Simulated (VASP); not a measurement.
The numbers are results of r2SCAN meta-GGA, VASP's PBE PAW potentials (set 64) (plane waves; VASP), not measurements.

VASP ran on this input.

**INCAR**
```
SYSTEM = Zn
PREC = Accurate
ENCUT = 520
EDIFF = 1E-7
NELM = 100
ALGO = Normal
LREAL = .FALSE.
LASPH = .TRUE.
ISMEAR = -5
METAGGA = R2SCAN
LMIXTAU = .TRUE.
LMAXMIX = 4
LWAVE = .FALSE.
LCHARG = .FALSE.
LORBIT = 11
NEDOS = 601
ISIF = 2
```

POSCAR:
```
Zn
2.6553420
  0.4999999194  -0.8660254234   0.0000000000
  0.4999999194   0.8660254234   0.0000000000
  0.0000000000   0.0000000000   1.7585128219
Zn
2
Direct
  0.3333330000   0.6666670000   0.2500000000
  0.6666670000   0.3333330000   0.7500000000
```

### KPOINTS_OPT
```
k-points along high-symmetry lines
6
Line-mode
Reciprocal
  0.000000   0.000000   0.000000 ! GAMMA
 -0.000000   0.500000   0.000000 ! M

 -0.000000   0.500000   0.000000 ! M
 -0.333333   0.666667   0.000000 ! K

 -0.333333   0.666667   0.000000 ! K
  0.000000   0.000000   0.000000 ! GAMMA

  0.000000   0.000000   0.000000 ! GAMMA
  0.000000   0.000000   0.500000 ! A

  0.000000   0.000000   0.500000 ! A
 -0.000000   0.500000   0.500000 ! L

 -0.000000   0.500000   0.500000 ! L
 -0.333333   0.666667   0.500000 ! H

 -0.333333   0.666667   0.500000 ! H
  0.000000   0.000000   0.500000 ! A

 -0.000000   0.500000   0.500000 ! L
 -0.000000   0.500000   0.000000 ! M

 -0.333333   0.666667   0.500000 ! H
 -0.333333   0.666667   0.000000 ! K
```

KPOINTS:
```
Automatic mesh
0
gamma
18 18 9
0 0 0
```

POTCAR, in this order: Zn (PBE.64 set). Program: vasp_std.

Output

OUTCAR:
```
 ion  position               nearest neighbor table
   1  0.333  0.667  0.250-   2 2.79   2 2.79   2 2.79   2 2.79   2 2.79   2 2.79
   2  0.667  0.333  0.750-   1 2.79   1 2.79   1 2.79   1 2.79   1 2.79   1 2.79
  LATTYP: Found a hexagonal cell.
 ALAT       =     2.6553419380
 C/A-ratio  =     1.7585128630
 Subroutine PRICEL returns:
 Original cell was already a primitive cell.
 Subroutine GETGRP returns: Found 24 space group operations
The static configuration has the point symmetry D_3d.
 The point group associated with its full space group is D_6h.
The dynamic configuration has the point symmetry D_3d.
 Subroutine INISYM returns: Found 24 space group operations
 Subroutine IBZKPT returns following result:
 Found    185 irreducible k-points:

 Following reciprocal coordinates:
            Coordinates               Weight
  0.000000  0.000000  0.000000      1.000000
  0.055556 -0.000000  0.000000      6.000000
  0.111111 -0.000000  0.000000      6.000000
  0.166667 -0.000000  0.000000      6.000000
  0.222222 -0.000000  0.000000      6.000000
  0.277778 -0.000000  0.000000      6.000000
  0.333333  0.000000  0.000000      6.000000
...
```

**OSZICAR**
```
       N       E                     dE             d eps       ncg     rms          rms(c)
DAV:   1     0.794497714036E+02    0.79450E+02   -0.13366E+04  5992   0.249E+03
DAV:   2    -0.178772528226E+02   -0.97327E+02   -0.96227E+02  6032   0.310E+02
DAV:   3    -0.207981072907E+02   -0.29209E+01   -0.29164E+01  7296   0.668E+01
DAV:   4    -0.208068392387E+02   -0.87319E-02   -0.87416E-02  7016   0.369E+00
DAV:   5    -0.208068531955E+02   -0.13957E-04   -0.13963E-04  7344   0.123E-01    0.466E+00
DAV:   6    -0.182789449527E+02    0.25279E+01   -0.26734E+00  5936   0.365E+01    0.452E+00
DAV:   7    -0.177204234422E+02    0.55852E+00   -0.23343E-01  6880   0.963E+00    0.236E+00
DAV:   8    -0.177835104387E+02   -0.63087E-01   -0.94948E-02  6720   0.394E+00    0.354E-01
DAV:   9    -0.177882625047E+02   -0.47521E-02   -0.29615E-02  6224   0.194E+00    0.176E-01
DAV:  10    -0.177887686680E+02   -0.50616E-03   -0.11604E-02  7568   0.198E+00    0.102E-01
DAV:  11    -0.177911145575E+02   -0.23459E-02   -0.15077E-02  6272   0.892E-01    0.791E-02
DAV:  12    -0.177907774857E+02    0.33707E-03   -0.93570E-04  6392   0.326E-01    0.105E-01
DAV:  13    -0.177921919553E+02   -0.14145E-02   -0.51639E-04  6696   0.340E-01    0.294E-02
DAV:  14    -0.177929441052E+02   -0.75215E-03   -0.49303E-04  6192   0.212E-01    0.103E-02
DAV:  15    -0.177929435714E+02    0.53380E-06   -0.29386E-05  7096   0.666E-02    0.117E-02
DAV:  16    -0.177929434302E+02    0.14122E-06   -0.12335E-06  6472   0.149E-02    0.363E-03
DAV:  17    -0.177929341071E+02    0.93231E-05   -0.25980E-06  6232   0.132E-02    0.777E-04
DAV:  18    -0.177929321463E+02    0.19608E-05   -0.75383E-08  5280   0.493E-03    0.405E-04
DAV:  19    -0.177929320439E+02    0.10237E-06   -0.34368E-08  3496   0.286E-03    0.166E-04
DAV:  20    -0.177929329106E+02   -0.86668E-06   -0.19665E-08  3264   0.183E-03    0.235E-04
DAV:  21    -0.177929331910E+02   -0.28034E-06   -0.47244E-09  3232   0.128E-03    0.163E-05
DAV:  22    -0.177929331734E+02    0.17514E-07   -0.26505E-10  3176   0.199E-04
   1 F= -.17792933E+02 E0= -.17792933E+02  d E =0.000000E+00
       N       E                     dE             ncg
```

OUTCAR:
```
------------------------ aborting loop because EDIFF is reached ----------------------------------------
  FORCE on cell =-STRESS in cart. coord.  units (eV):
  Direction    XX          YY          ZZ          XY          YZ          ZX
  --------------------------------------------------------------------------------------
  Total       -0.0395595     -0.0395595      0.1092153     -0.0000000     -0.0000000      0.0000000
  in kB       -2.2229197     -2.2229205      6.1370064     -0.0000000     -0.0000000      0.0000000
  external PRESSURE =       0.5637220 kB  Pullay stress =       0.0000000 kB
  volume of cell :       28.51
      direct lattice vectors                 reciprocal lattice vectors
     1.327670786 -2.299593680  0.000000000     0.376599384 -0.217429716  0.000000000
     1.327670786  2.299593680  0.000000000     0.376599384  0.217429716  0.000000000
     0.000000000  0.000000000  4.669452954     0.000000000  0.000000000  0.214157849
 POSITION                                       TOTAL-FORCE (eV/Angst)
 -----------------------------------------------------------------------------------
      1.32767      0.76653      1.16736         0.000000     -0.000000      0.000000
      1.32767     -0.76653      3.50209         0.000000      0.000000      0.000000
 -----------------------------------------------------------------------------------
    total drift:                                0.000013      0.000064      0.000005
  FREE ENERGIE OF THE ION-ELECTRON SYSTEM (eV)
  ---------------------------------------------------
  free  energy   TOTEN  =       -17.7929331734 eV

  energy  without entropy=      -17.7929331734  energy(sigma->0) =      -17.79293317

 total charge

# of ion       s       p       d       tot
------------------------------------------
    1        0.582   0.501   9.734  10.817
    2        0.582   0.501   9.734  10.817
--------------------------------------------------
tot          1.165   1.001  19.468  21.634
```
(Selected blocks of OUTCAR.)

For a metal the tetrahedron method with Blöchl corrections gives inexact stress and forces.

The compound is Zn in the hcp structure. It was relaxed first, which changed the volume by -6 %.
